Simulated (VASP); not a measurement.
# OsI (Cmmm) in VASP: further runs

One crystal, OsI, is run at these levels: PBE, PBEsol; tasks: relaxation of cell and atoms.

All numbers are computed with VASP 6.6.1; they aren't measurements. Logs are shortened: lines on timing, memory, paths and dates and some standing lists are left out, and cuts for length are marked.

### Step 1. Starting point

The structure is orthorhombic, space group Cmmm (No. 65). The conventional cell has a = 3.906 Å, b = 5.582 Å, c = 5.470 Å, α = 90.00°, β = 90.00°, γ = 90.00°. Around Os (site symmetry mmm) lie 4 I at 3.36 Å and 4 Os at 3.41 Å. Around I (site symmetry mmm) lie 4 Os at 3.36 Å and 4 I at 3.41 Å.

The cell was built by a generator and needn't be a form met in nature.

### Step 2. Relaxation of cell and atoms, PBE

Input file INCAR:

```
SYSTEM = OsI
PREC = Accurate
ENCUT = 600
EDIFF = 1E-7
ISMEAR = 0
SIGMA = 0.05
LREAL = .False.
LASPH = .True.
NELM = 80
ALGO = Fast
ISIF = 3
LWAVE = .False.
LCHARG = .False.
GGA = PE
IBRION = 2
NSW = 60
EDIFFG = -0.01
```

Input file KPOINTS:

```
regular mesh
0
Gamma
  8 8 5
  0 0 0
```

Input file POSCAR:

```
OsI
1.0
    1.9529164700     -2.7912443400      0.0000000000
    1.9529164700      2.7912443400      0.0000000000
    0.0000000000      0.0000000000      5.4703896700
Os I
1 1
Direct
    0.5000000000      0.5000000000      0.5000000000
    0.0000000000      0.0000000000      0.0000000000
```

Potentials or basis: VASP PAW PBE potentials, release 64 (Os, I).

Launch:

```console
$ cat potpaw_PBE.64/Os/POTCAR potpaw_PBE.64/I/POTCAR > POTCAR
$ mpirun -np 1 vasp_std > vasp.out
```

OUTCAR:

```text
SYSTEM = OsI
   PREC = Accurate
   ENCUT = 600
   EDIFF = 1E-7
   ISMEAR = 0
   LREAL = .False.
   LASPH = .True.
   NELM = 80
   ISIF = 3
   GGA = PE
   IBRION = 2
   NSW = 60
   EDIFFG = -0.01

 ion  position               nearest neighbor table
   1  0.500  0.500  0.500-   2 3.36   2 3.36   2 3.36   2 3.36
   2  0.000  0.000  0.000-   1 3.36   1 3.36   1 3.36   1 3.36

  LATTYP: Found a base centered orthorhombic cell.
 ALAT       =     3.9058329400
 B/A-ratio  =     1.4292697014
 C/A-ratio  =     1.4005692906

  Lattice vectors:

 A1 = (   1.9529164700,  -2.7912443400,   0.0000000000)
 A2 = (   1.9529164700,   2.7912443400,   0.0000000000)
 A3 = (   0.0000000000,   0.0000000000,   5.4703896700)

Analysis of symmetry for initial positions (statically):
=====================================================================
 Subroutine PRICEL returns:
 Original cell was already a primitive cell.

 Routine SETGRP: Setting up the symmetry group for a
 base centered orthorhombic supercell.

 Subroutine GETGRP returns: Found  8 space group operations
 (whereof  8 operations were pure point group operations)
 out of a pool of  8 trial point group operations.

The static configuration has the point symmetry D_2h.

Analysis of symmetry for dynamics (positions and initial velocities):
=====================================================================
 Subroutine PRICEL returns:
 Original cell was already a primitive cell.

 Routine SETGRP: Setting up the symmetry group for a
 base centered orthorhombic supercell.

 Subroutine GETGRP returns: Found  8 space group operations
 (whereof  8 operations were pure point group operations)
 out of a pool of  8 trial point group operations.

The dynamic configuration has the point symmetry D_2h.

 Subroutine INISYM returns: Found  8 space group operations
 (whereof  8 operations are pure point group operations),
 and found     1 'primitive' translations

----------------------------------------------------------------------------------------

                                     Primitive cell

  volume of cell :      59.6389

  direct lattice vectors                    reciprocal lattice vectors
     1.952916470 -2.791244340  0.000000000     0.256027335 -0.179131577  0.000000000
     1.952916470  2.791244340  0.000000000     0.256027335  0.179131577  0.000000000
     0.000000000  0.000000000  5.470389670     0.000000000  0.000000000  0.182802334

  length of vectors
     3.406600608  3.406600608  5.470389670     0.312470988  0.312470988  0.182802334

  position of ions in fractional coordinates (direct lattice)
     0.500000000  0.500000000  0.500000000
     0.000000000  0.000000000  0.000000000

  ion indices of the primitive-cell ions
   primitive index   ion index
                 1           1
                 2           2

----------------------------------------------------------------------------------------

 KPOINTS: regular mesh

Automatic generation of k-mesh.
 Grid dimensions read from file:
 generate k-points for:    8    8    5

 Generating k-lattice:

  Cartesian coordinates                     Fractional coordinates (reciprocal lattice)
     0.032003417 -0.022391447  0.000000000     0.125000000  0.000000000  0.000000000
     0.032003417  0.022391447  0.000000000     0.000000000  0.125000000  0.000000000
     0.000000000  0.000000000  0.036560467     0.000000000  0.000000000  0.200000000

  Length of vectors
     0.039058873  0.039058873  0.036560467

  Shift w.r.t. Gamma in fractional coordinates (k-lattice)
     0.000000000  0.000000000  0.000000000

 Subroutine IBZKPT returns following result:
 ===========================================

 Found     63 irreducible k-points:

 Following reciprocal coordinates:
            Coordinates               Weight
  0.000000  0.000000  0.000000      1.000000
  0.125000 -0.000000  0.000000      4.000000
  0.250000 -0.000000  0.000000      4.000000
  0.375000 -0.000000  0.000000      4.000000
  0.500000 -0.000000  0.000000      2.000000
  0.125000  0.125000  0.000000      2.000000
[... 16 lines left out ...]
  0.125000 -0.000000  0.200000      8.000000
  0.250000 -0.000000  0.200000      8.000000
 [... further k-points ...]
   k-points           NKPTS =     63   k-points in BZ     NKDIM =     63   number of bands    NBANDS=     11
   number of dos      NEDOS =    301   number of ions     NIONS =      2
   total plane-waves  NPLWV =  37632
   dimension x,y,z NGX =    28 NGY =   28 NGZ =   48
   dimension x,y,z NGXF=    56 NGYF=   56 NGZF=   96
   ions per type =               1   1
   NGX,Y,Z   is equivalent  to a cutoff of  13.66, 13.66, 14.59 a.u.
   NGXF,Y,Z  is equivalent  to a cutoff of  27.33, 27.33, 29.17 a.u.
 SYSTEM =  OsI
   PREC   = accura    normal or accurate (medium, high low for compatibility)
   ISTART =      0    job   : 0-new  1-cont  2-samecut
   ICHARG =      2    charge: 1-file 2-atom 10-const
   ISPIN  =      1    spin polarized calculation?
   LNONCOLLINEAR =      F non collinear calculations
   LSORBIT =      F    spin-orbit coupling
   LASPH  =      T    aspherical Exc in radial PAW
   ENCUT  =  600.0 eV  44.10 Ry    6.64 a.u.   6.80  6.80 10.93*2*pi/ulx,y,z
   NELM   =     80;   NELMIN=  2; NELMDL= -5     # of ELM steps
   EDIFF  = 0.1E-06   stopping-criterion for ELM
   LREAL  =      F    real-space projection
   EDIFFG = -.1E-01   stopping-criterion for IOM
   NSW    =     60    number of steps for IOM
   IBRION =      2    ionic relax: 0-MD 1-quasi-New 2-CG
   NFREE  =      1    steps in history (QN), initial steepest desc. (CG)
   ISIF   =      3    stress and relaxation
   ISYM   =      2    0-nonsym 1-usesym 2-fastsym
   POTIM  = 0.5000    time-step for ionic-motion
   TEBEG  =    0.0;   TEEND  =   0.0 temperature during run
   PSTRESS=    0.0 pullay stress
   NELECT =      15.0000    total number of electrons
   NUPDOWN=      -1.0000    fix difference up-down
   EMIN   =  10.00;   EMAX   =-10.00  energy-range for DOS
   EFERMI =   0.00;   METHOD = LEGACY
   ISMEAR =     0;   SIGMA  =   0.05  broadening in eV -4-tet -1-fermi 0-gaus
   EFERMI_NEDOS =   21; number of points for ismear=-14 and -15
   IALGO  =     68    algorithm
   IMIX   =      4    mixing-type and parameters
     AMIX     =   0.40;   BMIX     =  1.00
     AMIX_MAG =   1.60;   BMIX_MAG =  1.00
  volume/ion in A,a.u.               =      29.82       201.23
  Fermi-wavevector in a.u.,A,eV,Ry     =   1.033385  1.952814 14.529441  1.067884
  Thomas-Fermi vector in A             =   2.167629
   LORBIT       =      0    0 simple, 1 ext, 2 COOP (PROOUT), +10 PAW based schemes
   GGA     = PE    functional components
   LHFCALC =     F    Hartree Fock is set to
   AEXX    =    0.0000 exact exchange contribution
   IVDW    =     0    specifies the selected vdW correction
   LEPSILON=     F    determine dielectric tensor
   LRPA    =     F    only Hartree local field effects (RPA)
 conjugate gradient relaxation of ions
 non-spin polarized calculation
 RMM-DIIS sequential band-by-band and
 Gauss-broadening in eV      SIGMA  =   0.05
  energy-cutoff  :      600.00
  volume of cell :       59.64
 maximum number of plane-waves:      2009
   NGX = 13   NGY = 13   NGZ = 21

--------------------------------------- Ionic step        1  -------------------------------------------

 number of electron      15.0000001 magnetization

 Free energy of the ion-electron system (eV)
  ---------------------------------------------------
  ext. energy  EPLUGINS =         0.00000000
  ---------------------------------------------------
  free energy    TOTEN  =        -6.99480689 eV

  energy without entropy =       -6.98397723  energy(sigma->0) =       -6.98939206

 E-fermi :   4.3131     XC(G=0):  -9.9300

 val. band max:        4.3122289871   @ k =  -0.2500   0.1250   0.2000
 cond. band min:       4.3145472458   @ k =   0.3750  -0.0000   0.2000
 fundamental gap:      0.0023182587
 Fermi energy:         4.3131331678

 k-point     1 :       0.0000    0.0000    0.0000
  band No.  band energies     occupation
      1      -9.6614      2.00000
      2       0.1899      2.00000
      3       0.7931      2.00000
      4       2.9373      2.00000
      5       3.8523      2.00000
      6       3.9975      2.00000
      7       4.0625      2.00000
      8       4.1554      1.99999
      9       4.5198      0.00000
     10       5.0017      0.00000
     11      11.5698      0.00000
[... 761 lines left out ...]
 POSITION                                       TOTAL-FORCE (eV/Angst)
 -----------------------------------------------------------------------------------
      1.64862      0.00000      2.33512         0.000000     -0.000000      0.000000
      0.00000     -0.00000      0.00000        -0.000000      0.000000      0.000000
 -----------------------------------------------------------------------------------
    total drift:                                0.000000      0.000000      0.000000

  FREE ENERGIE OF THE ION-ELECTRON SYSTEM (eV)
  ---------------------------------------------------
  free  energy   TOTEN  =        -8.7731762486 eV

  energy  without entropy=       -8.7694265746  energy(sigma->0) =       -8.77130141

[... ionic steps 4 to 10 ...]

--------------------------------------- Ionic step       11  -------------------------------------------

 number of electron      15.0000000 magnetization

------------------------ aborting loop because EDIFF is reached ----------------------------------------

  FORCE on cell =-STRESS in cart. coord.  units (eV):
  Direction    XX          YY          ZZ          XY          YZ          ZX
  --------------------------------------------------------------------------------------
  -------------------------------------------------------------------------------------
  Total       -0.0232431     -0.0368470     -0.0506267      0.0000000      0.0000000      0.0000000
  in kB       -0.9137762     -1.4485969     -1.9903313      0.0000000      0.0000000      0.0000000
  external PRESSURE =      -1.4509015 kB  Pullay stress =       0.0000000 kB

 VOLUME and BASIS-vectors are now :
 -----------------------------------------------------------------------------
  energy-cutoff  :      600.00
  volume of cell :       40.75
      direct lattice vectors                 reciprocal lattice vectors
     1.540926837 -2.832087844  0.000000000     0.324480039 -0.176548196  0.000000000
     1.540926837  2.832087844  0.000000000     0.324480039  0.176548196  0.000000000
     0.000000000  0.000000000  4.669239410     0.000000000  0.000000000  0.214167643
[... 37 lines left out ...]
 POSITION                                       TOTAL-FORCE (eV/Angst)
 -----------------------------------------------------------------------------------
      1.54141      0.00000      2.33153        -0.000000     -0.000000      0.000000
      1.54141     -2.82910      0.00000         0.000000      0.000000      0.000000
 -----------------------------------------------------------------------------------
    total drift:                                0.000000      0.000000      0.000000

  FREE ENERGIE OF THE ION-ELECTRON SYSTEM (eV)
  ---------------------------------------------------
  free  energy   TOTEN  =        -9.0119508739 eV

  energy  without entropy=       -9.0069044183  energy(sigma->0) =       -9.00942765

--------------------------------------- Ionic step       13  -------------------------------------------

 number of electron      15.0000000 magnetization

 Free energy of the ion-electron system (eV)
  ---------------------------------------------------
  ext. energy  EPLUGINS =         0.00000000
  ---------------------------------------------------
  free energy    TOTEN  =        -9.01196173 eV

  energy without entropy =       -9.00689130  energy(sigma->0) =       -9.00942652

 E-fermi :   8.9705     XC(G=0): -11.7868

 val. band max:        8.9670239121   @ k =   0.1250  -0.0000   0.2000
 cond. band min:       8.9800857521   @ k =   0.5000   0.1250   0.2000
 fundamental gap:      0.0130618400
 Fermi energy:         8.9704570705

 k-point     1 :       0.0000    0.0000    0.0000
  band No.  band energies     occupation
      1      -7.5951      2.00000
      2       2.9893      2.00000
      3       4.1155      2.00000
      4       7.1528      2.00000
      5       8.0402      2.00000
      6       8.4218      2.00000
      7       8.9662      1.09550
      8       9.2410      0.00000
      9       9.7427      0.00000
     10      10.1014      0.00000
     11      17.7187      0.00000
[... 344 lines left out ...]
 POSITION                                       TOTAL-FORCE (eV/Angst)
 -----------------------------------------------------------------------------------
      1.54125      0.00000      2.33254         0.000000     -0.000000      0.000000
      0.00000      0.00000      0.00000        -0.000000      0.000000      0.000000
 -----------------------------------------------------------------------------------
    total drift:                                0.000000      0.000000      0.000000

  FREE ENERGIE OF THE ION-ELECTRON SYSTEM (eV)
  ---------------------------------------------------
  free  energy   TOTEN  =        -9.0119617297 eV

  energy  without entropy=       -9.0068913045  energy(sigma->0) =       -9.00942652

 reached required accuracy - stopping structural energy minimisation
```

Run time: 3.8 min. Hardware: 1 thread of Intel Xeon 6975P-C (Granite Rapids), shared host; peak memory 0.25 GiB.

Results:

* Free energy: -9.0120 eV
* Relaxed volume: 20.35 Å³/atom
* Relaxed cell: a = 3.223 Å, b = 3.223 Å, c = 4.665 Å, α = 90.00°, β = 90.00°, γ = 122.85°
* Space group after relaxing (to 0.05 Å): Cmmm (No. 65)
* Energy gained by relaxing: 1008.6 meV/atom
* Ionic steps: 13
* Pressure after relaxing: 0.0 GPa
* Band gap on the k mesh: none (metal or under the smearing width)

The path:
```csv
step,energy change (eV),largest force (eV/Å),pressure (GPa),volume (Å³)
1,0.0000,0.0000,-16.15,59.64
2,-1.7299,0.0000,10.35,37.18
3,-1.7784,0.0000,1.60,39.34
4,-1.9711,0.0000,5.44,38.54
5,-1.9725,0.0000,6.24,38.43
6,-1.9827,0.0000,-4.50,42.52
7,-2.0132,0.0000,-0.14,40.52
8,-2.0169,0.0000,0.04,40.66
9,-2.0169,0.0000,0.08,40.68
10,-2.0171,0.0000,-0.13,40.75
11,-2.0171,0.0000,-0.15,40.75
12,-2.0171,0.0000,0.08,40.67
13,-2.0172,0.0000,0.00,40.70
```

Final structure:
```
Os I
1.0
     1.54125   -2.83007    0.00000
     1.54125    2.83007    0.00000
     0.00000    0.00000    4.66508
Os I
1 1
Direct
  0.50000 0.50000 0.50000
  0.00000 0.00000 0.00000
```

Levels at points of the mesh, in eV from the Fermi level:
| k point | band 3 | band 4 | band 5 | band 6 | band 7 | band 8 | band 9 | band 10 | band 11 |
| --- | --- | --- | --- | --- | --- | --- | --- | --- | --- |
| (0.00, 0.00, 0.00) | -4.85 | -1.82 | -0.93 | -0.55 | 0.00 | 0.27 | 0.77 | 1.13 | 8.75 |
| (0.50, 0.00, 0.00) | -6.17 | -3.89 | -0.86 | -0.73 | 1.20 | 1.71 | 2.30 | 3.13 | 3.77 |
| (0.50, 0.50, 0.00) | -3.89 | -3.69 | -2.84 | -0.97 | -0.89 | 0.16 | 1.16 | 2.70 | 4.03 |

Caveat: the volume moved by over 15 % at a fixed basis, so the end points are rough; an odd number of electrons without spin polarisation forces a metal; a magnetic or distorted state may lie lower. The run has no spin-orbit coupling, so splittings on I, Os are missing.

(Continued in part 2 of 2.)
